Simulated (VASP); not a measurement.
# Band edges against the vacuum: CdTe(110)

Where do the bulk band edges lie against the vacuum outside CdTe(110)?

Method: PBE; plane waves and PAW (Cd, Te), in VASP 6.6.1.

### Step 1. The starting structure

The structure is cubic, space group F-43m (No. 216). Conventional cell: a = 6.480 Å, b = 6.480 Å, c = 6.480 Å, α = 90.00°, β = 90.00°, γ = 90.00°. Nearest to Cd lie 4 Te at 2.81 Å. Nearest to Te lie 4 Cd at 2.81 Å. Farther neighbours and most contacts between anions are not listed.

Structure file:

```xyz
2
Lattice="0.0000 3.2400 3.2400 3.2400 0.0000 3.2400 3.2400 3.2400 0.0000" Properties=species:S:1:pos:R:3 pbc="T T T"
Cd    0.0000    0.0000    0.0000
Te    1.6200    1.6200    1.6200
```

### Step 2. Relaxing the bulk crystal

The later steps need the crystal at this functional's own lattice; a raised cutoff keeps the stress reliable while the cell changes.

The input, INCAR:

```
SYSTEM = CdTe
PREC = Accurate
ENCUT = 360
EDIFF = 1E-06
NELM = 120
ISMEAR = 0
SIGMA = 0.03
LREAL = .FALSE.
ALGO = Normal
GGA = PE
NBANDS = 15
LORBIT = 11
LWAVE = .FALSE.
LCHARG = .FALSE.
KPAR = 4
IBRION = 2
NSW = 40
ISIF = 3
EDIFFG = -0.02
POTIM = 0.4
```

The input, POSCAR:

```
CdTe
1.0
    0.0000000000      3.2400000000      3.2400000000
    3.2400000000      0.0000000000      3.2400000000
    3.2400000000      3.2400000000      0.0000000000
Cd Te
1 1
Direct
    0.0000000000      0.0000000000      0.0000000000
    0.2500000000      0.2500000000      0.2500000000
```

The input, KPOINTS:

```
Automatic mesh
0
Gamma
5 5 5
0 0 0
```

The projector-augmented-wave data sets are Cd and Te (PBE family, release 64).

Launch:

```bash
$ mpirun -np 4 vasp_std
```

The log of the run:

```text
[banner, memory and clock lines left out]
running    4 mpi-ranks, on    1 nodes
 distrk:  each k-point on    1 cores,    4 groups
 distr:  one band on    1 cores,    1 groups

 POSCAR found type information on POSCAR CdTe
 POSCAR found :  2 types and       2 ions
 LDA part: xc-table for (Slater+PW92), standard interpolation
 POSCAR, INCAR and KPOINTS ok, starting setup
 FFT: planning ... GRIDC
 FFT: planning ... GRID_SOFT
 FFT: planning ... GRID
 WAVECAR not read
 entering main loop
       N       E                     dE             d eps       ncg     rms          rms(c)
DAV:   1     0.805448514401E+02    0.80545E+02   -0.68765E+03   300   0.774E+02
DAV:   2    -0.219542516859E+01   -0.82740E+02   -0.79710E+02   370   0.217E+02
DAV:   3    -0.496151907460E+01   -0.27661E+01   -0.27635E+01   342   0.423E+01
DAV:   4    -0.498911378094E+01   -0.27595E-01   -0.27594E-01   443   0.353E+00
DAV:   5    -0.498917088131E+01   -0.57100E-04   -0.57100E-04   363   0.148E-01    0.572E+00
DAV:   6    -0.476910954732E+01    0.22006E+00   -0.38230E-01   329   0.766E+00    0.467E+00
DAV:   7    -0.475169187438E+01    0.17418E-01   -0.11662E-01   321   0.228E+00    0.174E+00
DAV:   8    -0.475248493184E+01   -0.79306E-03   -0.11302E-02   342   0.127E+00    0.498E-01
DAV:   9    -0.475280767037E+01   -0.32274E-03   -0.10127E-03   342   0.347E-01    0.115E-01
DAV:  10    -0.475286853967E+01   -0.60869E-04   -0.12037E-04   349   0.109E-01    0.555E-02
DAV:  11    -0.475290867511E+01   -0.40135E-04   -0.75916E-05   342   0.606E-02    0.333E-02
DAV:  12    -0.475290775402E+01    0.92109E-06   -0.28584E-06   342   0.157E-02
   1 F= -.47529078E+01 E0= -.47529078E+01  d E =-.475291E+01
 curvature:   0.00 expect dE= 0.000E+00 dE for cont linesearch  0.000E+00
 trial: gam= 0.00000 g(F)=  0.657E-46 g(S)=  0.627E-01 ort = 0.000E+00 (trialstep = 0.100E+01)
 search vector abs. value=  0.627E-01
 bond charge predicted
       N       E                     dE             d eps       ncg     rms          rms(c)
DAV:   1    -0.535911600855E+01   -0.60621E+00   -0.11516E+01   335   0.405E+01    0.674E+00
DAV:   2    -0.485468195403E+01    0.50443E+00   -0.11398E+00   328   0.157E+01    0.212E+00
DAV:   3    -0.479465211766E+01    0.60030E-01   -0.11727E-01   356   0.363E+00    0.193E+00
DAV:   4    -0.478365562256E+01    0.10996E-01   -0.15925E-02   314   0.778E-01    0.361E-01
DAV:   5    -0.478327108904E+01    0.38453E-03   -0.10924E-03   314   0.335E-01    0.213E-01
DAV:   6    -0.478324154963E+01    0.29539E-04   -0.33753E-04   329   0.158E-01    0.602E-02
DAV:   7    -0.478326343023E+01   -0.21881E-04   -0.45102E-05   363   0.604E-02    0.185E-02
DAV:   8    -0.478327310707E+01   -0.96768E-05   -0.12643E-05   314   0.297E-02    0.634E-03
DAV:   9    -0.478327346532E+01   -0.35825E-06   -0.27256E-06   363   0.220E-02
   2 F= -.47832735E+01 E0= -.47832735E+01  d E =-.303657E-01
 trial-energy change:   -0.030366  1 .order   -0.031765   -0.062710   -0.000820
 step:   1.0154(harm=  1.0132)  dis= 0.00000  next Energy=    -4.783280 (dE=-0.304E-01)
 reached required accuracy - stopping structural energy minimisation
```

Wall time 3.6 s (4 MPI ranks of Intel Xeon 6975P-C (Granite Rapids), shared host); peak memory 0.57 GiB.

The logs omit lines about the potential files and the build; timing stands in the text.

From OUTCAR (step 2):

```text
ion  position               nearest neighbor table
   1  0.000  0.000  0.000-   2 2.81   2 2.81   2 2.81   2 2.81
   2  0.250  0.250  0.250-   1 2.81   1 2.81   1 2.81   1 2.81

  LATTYP: Found a face centered cubic cell.
 ALAT       =     6.4800000000

 Subroutine GETGRP returns: Found 24 space group operations
 (whereof 24 operations were pure point group operations)

The static configuration has the point symmetry T_d .

 Found     10 irreducible k-points:

   k-points           NKPTS =     10   k-points in BZ     NKDIM =     10   number of bands    NBANDS=     15

   dimension x,y,z NGX =    28 NGY =   28 NGZ =   28
   dimension x,y,z NGXF=    56 NGYF=   56 NGZF=   56

   ENCUT  =  360.0 eV  26.46 Ry    5.14 a.u.   7.09  7.09  7.09*2*pi/ulx,y,z

   NELECT =      18.0000    total number of electrons

 k-points in reciprocal lattice and weights: Automatic mesh
   0.00000000  0.00000000  0.00000000       0.008
   0.20000000  0.00000000  0.00000000       0.064
   0.40000000  0.00000000  0.00000000       0.064
   0.20000000  0.20000000  0.00000000       0.048
   0.40000000  0.20000000  0.00000000       0.192
  -0.40000000  0.20000000  0.00000000       0.192
  -0.20000000  0.20000000  0.00000000       0.096
   0.40000000  0.40000000  0.00000000       0.048
  -0.40000000  0.40000000  0.00000000       0.096
  -0.40000000  0.40000000  0.20000000       0.192

 average (electrostatic) potential at core
       1 -39.4368       2 -91.7417

 E-fermi :   2.0347

 k-point     1 :       0.0000    0.0000    0.0000
  band No.  band energies     occupation
    ...
      5      -6.0423      2.00000
      6      -6.0423      2.00000
      7       1.8393      2.00000
      8       1.8393      2.00000
      9       1.8393      2.00000
     10       2.4229      0.00000
     11       6.4669      0.00000
     12       6.4669      0.00000
     13       6.4669      0.00000
     14       9.2137      0.00000
    ...

 k-point     2 :       0.2000    0.0000    0.0000
  band No.  band energies     occupation
    ...
      5      -6.0429      2.00000
      6      -6.0429      2.00000
      7      -0.2042      2.00000
      8       1.5669      2.00000
      9       1.5669      2.00000
     10       3.6522      0.00000
     11       6.7040      0.00000
     12       6.8708      0.00000
     13       6.8708      0.00000
     14      10.2113      0.00000
    ...

 k-point     3 :       0.4000    0.0000    0.0000
  band No.  band energies     occupation
    ...
      5      -6.0370      2.00000
      6      -5.8221      2.00000
      7      -1.9796      2.00000
      8       1.2023      2.00000
      9       1.2023      2.00000
     10       3.6272      0.00000
     11       7.0556      0.00000
     12       7.0556      0.00000
     13       8.5444      0.00000
     14       9.9380      0.00000
    ...

  Total        0.0136052      0.0136052      0.0136052      0.0000000      0.0000000      0.0000000
  in kB        0.3018866      0.3018866      0.3018866      0.0000000      0.0000000      0.0000000
  external PRESSURE =       0.3018866 kB  Pullay stress =       0.0000000 kB

  energy-cutoff  :      360.00
  volume of cell :       72.21
      direct lattice vectors                 reciprocal lattice vectors
     0.000000000  3.305072552  3.305072552    -0.151282609  0.151282609  0.151282609
     3.305072552 -0.000000000  3.305072552     0.151282609 -0.151282609  0.151282609
     3.305072552  3.305072552 -0.000000000     0.151282609  0.151282609 -0.151282609

 POSITION                                       TOTAL-FORCE (eV/Angst)
 -----------------------------------------------------------------------------------
      3.30507      3.30507      6.61015         0.000000      0.000000      0.000000
      1.65254      1.65254      1.65254        -0.000000     -0.000000     -0.000000
 -----------------------------------------------------------------------------------
    total drift:                               -0.000002     -0.000002     -0.000002

  FREE ENERGIE OF THE ION-ELECTRON SYSTEM (eV)
  ---------------------------------------------------
  free  energy   TOTEN  =        -4.7832734653 eV

  energy  without entropy=       -4.7832734653  energy(sigma->0) =       -4.78327347

 reached required accuracy - stopping structural energy minimisation

 total charge
# of ion       s       p       d       tot
------------------------------------------
    1        0.461   0.286   9.517  10.263
    2        1.351   2.039   0.018   3.408
--------------------------------------------------
tot          1.812   2.325   9.534  13.671

[... 3 further parts left out ...]
```

CONTCAR:

```
CdTe
   1.00000000000000
     0.0000000000000000    3.3050725515731840    3.3050725515731840
     3.3050725515731840   -0.0000000000000000    3.3050725515731840
     3.3050725515731840    3.3050725515731840   -0.0000000000000000
  Cd              Te
     1     1
Direct
     1.0000000000000000    1.0000000000000000    0.0000000000000000
     0.2500000000000000    0.2500000000000000    0.2500000000000000
```

The run keeps the 24 symmetry operations of its start, so it cannot find a distortion of lower symmetry.

Relaxation path:

| step | energy less that of the first step (eV) | largest force (eV/Å) | pressure (GPa) | volume (Å³) |
| --- | --- | --- | --- | --- |
| 1 | 0.0000 | 0.0000 | 2.45 | 68.02 |
| 2 | -0.0304 | 0.0000 | 0.03 | 72.21 |

| conventional cell, symmetrised | before | after | change |
| --- | --- | --- | --- |
| a (Å) | 6.480 | 6.610 | +2.0 % |
| b (Å) | 6.480 | 6.610 | +2.0 % |
| c (Å) | 6.480 | 6.610 | +2.0 % |
| volume (Å³/atom) | 34.01 | 36.10 | +6.1 % |

Final coordinates:

```
Cd Te
1.0
     0.00000    3.30507    3.30507
     3.30507    0.00000    3.30507
     3.30507    3.30507    0.00000
Cd Te
1 1
Direct
  0.00000 0.00000 0.00000
  0.25000 0.25000 0.25000
```

This step gave:

```yaml
electronic_cycles: 21
electrons: 18
free_energy_toten: -4.783 eV
fermi_energy: 2.035 eV
```

The run ended after 2 ionic steps, 0.030 eV below its first step, once forces and stress met EDIFFG = -0.02.

### Step 3. Relax the host again, on a new basis

The volume changed by more than 5 %, so the plane waves of the start no longer fit; a second relaxation removes that error.

Changes to INCAR since step 2:

```diff
@@ -16,3 +16,3 @@
 IBRION = 2
-NSW = 40
+NSW = 30
 ISIF = 3
```

The input, POSCAR:

```
CdTe
1.0
    0.0000000000      3.3050725516      3.3050725516
    3.3050725516      0.0000000000      3.3050725516
    3.3050725516      3.3050725516      0.0000000000
Cd Te
1 1
Direct
    0.0000000000      0.0000000000      0.0000000000
    0.2500000000      0.2500000000      0.2500000000
```

KPOINTS is that of step 2.

Launch:

```bash
$ mpirun -np 4 vasp_std
```

The log of the run:

```text
[... set-up lines as in an earlier step ...]
 entering main loop
       N       E                     dE             d eps       ncg     rms          rms(c)
DAV:   1     0.833340739933E+02    0.83334E+02   -0.70158E+03   308   0.774E+02
DAV:   2    -0.203081505248E+01   -0.85365E+02   -0.82146E+02   356   0.220E+02
DAV:   3    -0.500504251725E+01   -0.29742E+01   -0.29696E+01   356   0.434E+01
DAV:   4    -0.503282012943E+01   -0.27778E-01   -0.27776E-01   436   0.356E+00
DAV:   5    -0.503288932821E+01   -0.69199E-04   -0.69198E-04   370   0.163E-01    0.508E+00
DAV:   6    -0.480685614256E+01    0.22603E+00   -0.39048E-01   314   0.730E+00    0.425E+00
DAV:   7    -0.478994741509E+01    0.16909E-01   -0.11093E-01   328   0.217E+00    0.164E+00
DAV:   8    -0.479078106478E+01   -0.83365E-03   -0.10119E-02   328   0.117E+00    0.478E-01
DAV:   9    -0.479114069899E+01   -0.35963E-03   -0.10176E-03   321   0.323E-01    0.101E-01
DAV:  10    -0.479120047914E+01   -0.59780E-04   -0.11519E-04   349   0.108E-01    0.545E-02
DAV:  11    -0.479124566759E+01   -0.45188E-04   -0.84936E-05   314   0.564E-02    0.367E-02
DAV:  12    -0.479124478411E+01    0.88348E-06   -0.29929E-06   363   0.133E-02
   1 F= -.47912448E+01 E0= -.47912448E+01  d E =-.479124E+01
 curvature:   0.00 expect dE= 0.000E+00 dE for cont linesearch  0.000E+00
 trial: gam= 0.00000 g(F)=  0.254E-45 g(S)=  0.663E-05 ort = 0.000E+00 (trialstep = 0.100E+01)
 search vector abs. value=  0.663E-05
 reached required accuracy - stopping structural energy minimisation
```

It took 3.4 s on 4 MPI ranks; peak memory 0.59 GiB; 10 s of CPU time.

OUTCAR, selected parts (step 3):

```text
  LATTYP: Found a face centered cubic cell.
 ALAT       =     6.6101451032

The static configuration has the point symmetry T_d .

 Found     10 irreducible k-points:

   dimension x,y,z NGX =    30 NGY =   30 NGZ =   30
   dimension x,y,z NGXF=    60 NGYF=   60 NGZF=   60

   ENCUT  =  360.0 eV  26.46 Ry    5.14 a.u.   7.23  7.23  7.23*2*pi/ulx,y,z

   NELECT =      18.0000    total number of electrons

 E-fermi :   2.0342

 k-point     1 :       0.0000    0.0000    0.0000
  band No.  band energies     occupation
    ...
      5      -6.0461      2.00000
      6      -6.0461      2.00000
      7       1.8385      2.00000
      8       1.8385      2.00000
      9       1.8385      2.00000
     10       2.4232      0.00000
     11       6.4672      0.00000
     12       6.4672      0.00000
     13       6.4672      0.00000
     14       9.2139      0.00000
    ...

 k-point     2 :       0.2000    0.0000    0.0000
  band No.  band energies     occupation
    ...
      5      -6.0466      2.00000
      6      -6.0466      2.00000
      7      -0.2045      2.00000
      8       1.5662      2.00000
      9       1.5662      2.00000
     10       3.6524      0.00000
     11       6.7038      0.00000
     12       6.8710      0.00000
     13       6.8710      0.00000
     14      10.2108      0.00000
    ...

  Total       -0.0107024     -0.0107024     -0.0107024     -0.0000000     -0.0000000     -0.0000000
  in kB       -0.2374751     -0.2374751     -0.2374751     -0.0000000     -0.0000000     -0.0000000
  external PRESSURE =      -0.2374751 kB  Pullay stress =       0.0000000 kB

  energy-cutoff  :      360.00
  volume of cell :       72.21
      direct lattice vectors                 reciprocal lattice vectors
     0.000000000  3.305072552  3.305072552    -0.151282609  0.151282609  0.151282609
     3.305072552  0.000000000  3.305072552     0.151282609 -0.151282609  0.151282609
     3.305072552  3.305072552  0.000000000     0.151282609  0.151282609 -0.151282609

 POSITION                                       TOTAL-FORCE (eV/Angst)
 -----------------------------------------------------------------------------------
      0.00000      0.00000      0.00000        -0.000000     -0.000000     -0.000000
      1.65254      1.65254      1.65254         0.000000      0.000000      0.000000
 -----------------------------------------------------------------------------------
    total drift:                               -0.000001     -0.000001     -0.000001

  FREE ENERGIE OF THE ION-ELECTRON SYSTEM (eV)
  ---------------------------------------------------
  free  energy   TOTEN  =        -4.7912447841 eV

  energy  without entropy=       -4.7912447841  energy(sigma->0) =       -4.79124478

 total charge
# of ion       s       p       d       tot
------------------------------------------
    1        0.460   0.286   9.521  10.267
    2        1.351   2.039   0.018   3.408
--------------------------------------------------
tot          1.812   2.325   9.539  13.675

[... 4 parts as in an earlier step ...]

[... 6 further parts left out ...]
```

Little changed from the start: no atom moved by 0.005 Å and no cell edge by 0.1 %.

This step gave:

| Quantity | Value |
| --- | --- |
| electronic cycles | 12 |
| free energy (TOTEN) | -4.791 eV |
| Fermi energy | 2.034 eV |

The start already met the threshold, so nothing moved.

### Step 4. Band edges of the bulk

A static bulk run at the slab's cutoff gives the band edges and the core potentials that tie them to the slab.

The input, INCAR:

```
SYSTEM = CdTe
PREC = Normal
ENCUT = 320
EDIFF = 1E-06
NELM = 120
ISMEAR = 0
SIGMA = 0.03
LREAL = .FALSE.
ALGO = Normal
GGA = PE
NBANDS = 15
LORBIT = 11
LWAVE = .FALSE.
LCHARG = .FALSE.
KPAR = 4
```

POSCAR is that of step 3.

The input, KPOINTS:

```
Automatic mesh
0
Gamma
11 11 11
0 0 0
```

Launch:

```bash
$ mpirun -np 4 vasp_std
```

The log of the run:

```text
[... set-up lines as in an earlier step ...]
 entering main loop
       N       E                     dE             d eps       ncg     rms          rms(c)
DAV:   1     0.721552857594E+02    0.72155E+02   -0.63692E+03  1744   0.694E+02
DAV:   2    -0.259237448778E+01   -0.74748E+02   -0.72184E+02  2002   0.204E+02
DAV:   3    -0.502149268145E+01   -0.24291E+01   -0.24263E+01  2002   0.383E+01
DAV:   4    -0.504625343704E+01   -0.24761E-01   -0.24758E-01  2547   0.323E+00
DAV:   5    -0.504631355590E+01   -0.60119E-04   -0.60118E-04  2170   0.132E-01    0.520E+00
DAV:   6    -0.482608189110E+01    0.22023E+00   -0.37748E-01  1834   0.703E+00    0.433E+00
DAV:   7    -0.480919848725E+01    0.16883E-01   -0.10731E-01  1897   0.210E+00    0.163E+00
DAV:   8    -0.480980505373E+01   -0.60657E-03   -0.96786E-03  1869   0.112E+00    0.465E-01
DAV:   9    -0.481010521785E+01   -0.30016E-03   -0.98417E-04  1953   0.313E-01    0.962E-02
DAV:  10    -0.481015722016E+01   -0.52002E-04   -0.10029E-04  2072   0.988E-02    0.521E-02
DAV:  11    -0.481019912889E+01   -0.41909E-04   -0.76626E-05  1799   0.539E-02    0.344E-02
DAV:  12    -0.481019817074E+01    0.95814E-06   -0.24909E-06  2135   0.119E-02
   1 F= -.48101982E+01 E0= -.48101982E+01  d E =-.223558E-15
```

Run time: 3.6 s. Hardware: 4 MPI ranks; peak memory 0.55 GiB.

From OUTCAR (step 4):

```text
The static configuration has the point symmetry T_d .

 Found     56 irreducible k-points:

   k-points           NKPTS =     56   k-points in BZ     NKDIM =     56   number of bands    NBANDS=     15

   dimension x,y,z NGX =    20 NGY =   20 NGZ =   20
   dimension x,y,z NGXF=    40 NGYF=   40 NGZF=   40

   ENCUT  =  320.0 eV  23.52 Ry    4.85 a.u.   6.82  6.82  6.82*2*pi/ulx,y,z

   NELECT =      18.0000    total number of electrons

 E-fermi :   1.9823

 k-point     1 :       0.0000    0.0000    0.0000
  band No.  band energies     occupation
    ...
      5      -6.0306      2.00000
      6      -6.0306      2.00000
      7       1.8297      2.00000
      8       1.8297      2.00000
      9       1.8297      2.00000
     10       2.4179      0.00000
     11       6.4647      0.00000
     12       6.4647      0.00000
     13       6.4647      0.00000
     14       9.2071      0.00000
    ...

 k-point     2 :       0.0909    0.0000    0.0000
  band No.  band energies     occupation
    ...
      5      -6.0310      2.00000
      6      -6.0310      2.00000
      7       1.0330      2.00000
      8       1.7629      2.00000
      9       1.7629      2.00000
     10       3.0690      0.00000
     11       6.4074      0.00000
     12       6.5739      0.00000
     13       6.5740      0.00000
     14       9.6394      0.00000
    ...

  Total        0.0755943      0.0755943      0.0755943      0.0000000      0.0000000      0.0000000
  in kB        1.6773609      1.6773609      1.6773609      0.0000000      0.0000000      0.0000000
  external PRESSURE =       1.6773609 kB  Pullay stress =       0.0000000 kB

  energy-cutoff  :      320.00
  volume of cell :       72.21
      direct lattice vectors                 reciprocal lattice vectors
     0.000000000  3.305072552  3.305072552    -0.151282609  0.151282609  0.151282609
     3.305072552  0.000000000  3.305072552     0.151282609 -0.151282609  0.151282609
     3.305072552  3.305072552  0.000000000     0.151282609  0.151282609 -0.151282609

 POSITION                                       TOTAL-FORCE (eV/Angst)
 -----------------------------------------------------------------------------------
      0.00000      0.00000      0.00000         0.000000      0.000000      0.000000
      1.65254      1.65254      1.65254        -0.000000     -0.000000     -0.000000
 -----------------------------------------------------------------------------------
    total drift:                               -0.000025     -0.000025     -0.000026

  FREE ENERGIE OF THE ION-ELECTRON SYSTEM (eV)
  ---------------------------------------------------
  free  energy   TOTEN  =        -4.8101981707 eV

  energy  without entropy=       -4.8101981707  energy(sigma->0) =       -4.81019817

 total charge
# of ion       s       p       d       tot
------------------------------------------
    1        0.464   0.285   9.508  10.257
    2        1.354   2.033   0.018   3.405
--------------------------------------------------
tot          1.818   2.319   9.526  13.662

[... 3 parts as in an earlier step ...]

[... 6 further parts left out ...]
```

The gap is read on the k-mesh alone, so it is an upper bound where the band edges lie off the mesh.

Numbers from this step:

- free energy (TOTEN): -4.810 eV
- Fermi energy: 1.982 eV
- metallic: no
- gap on the k-mesh: 0.5882 eV
- least direct gap on the k-mesh: 0.5882 eV

(Continued in part 2 of 3.)

[Lines on the potential files, build, host, timing and source positions are cut from VASP's logs without a mark.]

[Logs are printed without paths, hosts, clocks, repeated set-up lines and the standing remarks that a program may print on its own settings, such as how far it seeks lower states.]

[Hosts, paths, dates, database ids (printed as entryN), source tags and the programs' standing remarks are cut or masked in the printed files.]

[Runs that stopped without an error message from VASP are left out.]
